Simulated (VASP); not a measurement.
Computed with SCAN meta-GGA, VASP's PBE PAW potentials (set 64) (plane waves; VASP 6.6.1).

VASP input:

### INCAR
```
ALGO = Normal
EDIFF = 1E-6
EDIFFG = -0.01
ENCUT = 520
IBRION = 2
ISIF = 3
ISMEAR = 1
LASPH = .True.
LCHARG = .False.
LMAXMIX = 4
LMIXTAU = .True.
LREAL = .False.
LWAVE = .False.
METAGGA = SCAN
NELM = 100
NSW = 60
PREC = Accurate
SIGMA = 0.1
SYSTEM = Zn
```

POSCAR:
```
Zn
1
    1.3022584535    -2.2555782048     0.0000000000
    1.3022584535     2.2555782048    -0.0000000000
    0.0000000000    -0.0000000000     4.7269870363
Zn
2
Direct
  0.3333330000   0.6666670000   0.2500000000
  0.6666670000   0.3333330000   0.7500000000
```

### KPOINTS
```
Automatic mesh
0
Gamma
14 14 7
0 0 0
```

POTCAR, in this order: Zn (PBE.64 set). Program: vasp_std.

Output

**OSZICAR**
```
       N       E                     dE             d eps       ncg     rms          rms(c)
DAV:   1     0.696556085378E+02    0.69656E+02   -0.13371E+04  3144   0.252E+03
DAV:   2    -0.269223512664E+02   -0.96578E+02   -0.95168E+02  3136   0.307E+02
DAV:   3    -0.296964848662E+02   -0.27741E+01   -0.27706E+01  3816   0.651E+01
DAV:   4    -0.297045554078E+02   -0.80705E-02   -0.80702E-02  3632   0.352E+00
DAV:   5    -0.297045689777E+02   -0.13570E-04   -0.13570E-04  3864   0.119E-01    0.492E+00
DAV:   6    -0.273030587297E+02    0.24015E+01   -0.24213E+00  3160   0.349E+01    0.448E+00
DAV:   7    -0.267832661153E+02    0.51979E+00   -0.23548E-01  3728   0.954E+00    0.229E+00
DAV:   8    -0.271087962133E+02   -0.32553E+00   -0.15182E-01  3112   0.504E+00    0.320E-01
DAV:   9    -0.269486590464E+02    0.16014E+00   -0.24182E-01  3176   0.557E+00    0.206E-01
DAV:  10    -0.269452013708E+02    0.34577E-02   -0.52387E-03  3720   0.934E-01    0.145E-01
DAV:  11    -0.269426063803E+02    0.25950E-02   -0.22602E-02  3088   0.164E+00    0.517E-02
DAV:  12    -0.269698998362E+02   -0.27293E-01   -0.85472E-02  3096   0.327E+00    0.163E-01
DAV:  13    -0.269684624813E+02    0.14374E-02   -0.18636E-03  3464   0.442E-01    0.173E-01
DAV:  14    -0.269661320823E+02    0.23304E-02   -0.38190E-03  3096   0.734E-01    0.109E-01
DAV:  15    -0.269654084887E+02    0.72359E-03   -0.17011E-03  3368   0.401E-01    0.782E-02
DAV:  16    -0.269647679900E+02    0.64050E-03   -0.59969E-03  3128   0.741E-01    0.112E-01
DAV:  17    -0.269647443995E+02    0.23591E-04   -0.95825E-04  3120   0.424E-01    0.870E-02
DAV:  18    -0.269646507128E+02    0.93687E-04   -0.32623E-04  3488   0.202E-01    0.831E-02
DAV:  19    -0.269646674008E+02   -0.16688E-04   -0.40184E-05  3288   0.766E-02    0.589E-02
DAV:  20    -0.269647152569E+02   -0.47856E-04   -0.44579E-05  3376   0.930E-02    0.221E-02
DAV:  21    -0.269647410290E+02   -0.25772E-04   -0.50998E-05  3160   0.948E-02    0.694E-03
DAV:  22    -0.269647211806E+02    0.19848E-04   -0.29880E-05  3104   0.815E-02    0.761E-03
DAV:  23    -0.269647250260E+02   -0.38454E-05   -0.21419E-05  3200   0.493E-02    0.337E-03
DAV:  24    -0.269647229546E+02    0.20714E-05   -0.14234E-05  3096   0.381E-02    0.106E-03
DAV:  25    -0.269647223142E+02    0.64037E-06   -0.27653E-06  2800   0.223E-02
   1 F= -.26964722E+02 E0= -.26964520E+02  d E =-.269647E+02
       N       E                     dE             d eps       ncg     rms          rms(c)
DAV:   1    -0.270386425950E+02   -0.73920E-01   -0.78838E-01  3072   0.189E+01    0.191E+00
DAV:   2    -0.269722611152E+02    0.66381E-01   -0.22239E-01  3728   0.110E+01    0.653E-01
DAV:   3    -0.269664078774E+02    0.58532E-02   -0.65984E-03  3144   0.109E+00    0.361E-01
DAV:   4    -0.269629391165E+02    0.34688E-02   -0.13745E-02  3160   0.134E+00    0.835E-02
DAV:   5    -0.269642230775E+02   -0.12840E-02   -0.16655E-03  3112   0.456E-01    0.384E-02
DAV:   6    -0.269646612907E+02   -0.43821E-03   -0.57939E-04  3160   0.270E-01    0.163E-02
DAV:   7    -0.269647314329E+02   -0.70142E-04   -0.10681E-03  3080   0.343E-01    0.828E-03
DAV:   8    -0.269646781837E+02    0.53249E-04   -0.47553E-04  3080   0.222E-01    0.670E-03
DAV:   9    -0.269646707558E+02    0.74279E-05   -0.67946E-05  3072   0.882E-02    0.199E-03
DAV:  10    -0.269646913651E+02   -0.20609E-04   -0.25367E-05  3112   0.691E-02    0.182E-03
DAV:  11    -0.269646884009E+02    0.29642E-05   -0.57858E-06  3128   0.287E-02    0.865E-04
DAV:  12    -0.269646863305E+02    0.20704E-05   -0.82888E-07  2464   0.118E-02    0.425E-04
DAV:  13    -0.269646892881E+02   -0.29576E-05   -0.31727E-07  1952   0.798E-03    0.200E-04
DAV:  14    -0.269646893325E+02   -0.44383E-07   -0.25825E-08  1536   0.220E-03
   2 F= -.26964689E+02 E0= -.26964481E+02  d E =0.329817E-04
       N       E                     dE             d eps       ncg     rms          rms(c)
DAV:   1    -0.269888321320E+02   -0.24143E-01   -0.25055E-01  3072   0.105E+01    0.110E+00
DAV:   2    -0.269691035715E+02    0.19729E-01   -0.78410E-02  3728   0.668E+00    0.362E-01
DAV:   3    -0.269663017058E+02    0.28019E-02   -0.29168E-03  3144   0.801E-01    0.204E-01
DAV:   4    -0.269655398587E+02    0.76185E-03   -0.41637E-03  3168   0.808E-01    0.408E-02
DAV:   5    -0.269653559018E+02    0.18396E-03   -0.11451E-03  3080   0.415E-01    0.124E-02
DAV:   6    -0.269654105559E+02   -0.54654E-04   -0.16872E-04  3104   0.151E-01    0.577E-03
DAV:   7    -0.269653379793E+02    0.72577E-04   -0.34214E-04  3096   0.226E-01    0.354E-03
DAV:   8    -0.269653277164E+02    0.10263E-04   -0.11808E-04  3096   0.130E-01    0.155E-03
DAV:   9    -0.269653313430E+02   -0.36266E-05   -0.25653E-05  3120   0.670E-02    0.648E-04
DAV:  10    -0.269653259473E+02    0.53957E-05   -0.93079E-06  3072   0.413E-02    0.507E-04
DAV:  11    -0.269653221938E+02    0.37535E-05   -0.11972E-06  2472   0.128E-02    0.198E-04
DAV:  12    -0.269653240307E+02   -0.18369E-05   -0.26997E-07  1584   0.710E-03    0.320E-04
DAV:  13    -0.269653238148E+02    0.21584E-06   -0.78389E-08  1536   0.413E-03
   3 F= -.26965324E+02 E0= -.26965116E+02  d E =-.601501E-03
       N       E                     dE             d eps       ncg     rms          rms(c)
DAV:   1    -0.269686954563E+02   -0.33714E-02   -0.34538E-02  3072   0.392E+00    0.404E-01
DAV:   2    -0.269653846026E+02    0.33109E-02   -0.10293E-02  3752   0.240E+00    0.136E-01
DAV:   3    -0.269652791259E+02    0.10548E-03   -0.35120E-04  3160   0.262E-01    0.756E-02
DAV:   4    -0.269651667416E+02    0.11238E-03   -0.57326E-04  3160   0.290E-01    0.163E-02
DAV:   5    -0.269652457150E+02   -0.78973E-04   -0.97661E-05  3080   0.118E-01    0.594E-03
DAV:   6    -0.269652700216E+02   -0.24307E-04   -0.19068E-05  3192   0.481E-02    0.236E-03
DAV:   7    -0.269652896418E+02   -0.19620E-04   -0.40987E-05  3104   0.753E-02    0.146E-03
DAV:   8    -0.269652826744E+02    0.69674E-05   -0.18693E-05  3080   0.492E-02    0.835E-04
DAV:   9    -0.269652816298E+02    0.10446E-05   -0.32821E-06  2632   0.221E-02    0.217E-04
DAV:  10    -0.269652834264E+02   -0.17966E-05   -0.12418E-06  2304   0.147E-02    0.345E-04
DAV:  11    -0.269652845877E+02   -0.11613E-05   -0.16261E-07  1584   0.444E-03    0.738E-05
DAV:  12    -0.269652838676E+02    0.72015E-06   -0.49575E-08  1536   0.327E-03
   4 F= -.26965284E+02 E0= -.26965075E+02  d E =-.561553E-03
```

### OUTCAR
```
------------------------ aborting loop because EDIFF is reached ----------------------------------------
  FORCE on cell =-STRESS in cart. coord.  units (eV):
  Direction    XX          YY          ZZ          XY          YZ          ZX
  --------------------------------------------------------------------------------------
  Total       -0.0047672     -0.0047672      0.0097131      0.0000000      0.0000000      0.0000000
  in kB       -0.2724896     -0.2724897      0.5551937      0.0000000      0.0000000      0.0000000
  external PRESSURE =       0.0034048 kB  Pullay stress =       0.0000000 kB
  volume of cell :       28.03
      direct lattice vectors                 reciprocal lattice vectors
     1.306833040 -2.263501625  0.000000000     0.382604346 -0.220896683  0.000000000
     1.306833040  2.263501625  0.000000000     0.382604346  0.220896683  0.000000000
    -0.000000000  0.000000000  4.737969249     0.000000000  0.000000000  0.211060889
 POSITION                                       TOTAL-FORCE (eV/Angst)
 -----------------------------------------------------------------------------------
      1.30683      0.75450      1.18449         0.000000     -0.000000      0.000000
      1.30683     -0.75450      3.55348        -0.000000      0.000000      0.000000
 -----------------------------------------------------------------------------------
    total drift:                                0.000000      0.000060      0.000004
  FREE ENERGIE OF THE ION-ELECTRON SYSTEM (eV)
  ---------------------------------------------------
  free  energy   TOTEN  =       -26.9652838676 eV

  energy  without entropy=      -26.9646580436  energy(sigma->0) =      -26.96507526

 reached required accuracy - stopping structural energy minimisation
```
(Selected blocks of OUTCAR.)

File CONTCAR:
```
Zn
   1.00000000000000
     1.3068330400234882   -2.2635016252845217    0.0000000000000000
     1.3068330400234882    2.2635016252845217    0.0000000000000000
    -0.0000000000000000    0.0000000000000000    4.7379692485919263
  Zn
     2
Direct
     0.3333330000000032    0.6666669999999968    0.2500000000000000
     0.6666669999999968    0.3333330000000032    0.7500000000000000
```

The compound is Zn in the hcp structure. This run relaxes it. Symmetry was kept, so distortions that lower it aren't found. The start is the result of an earlier pass.
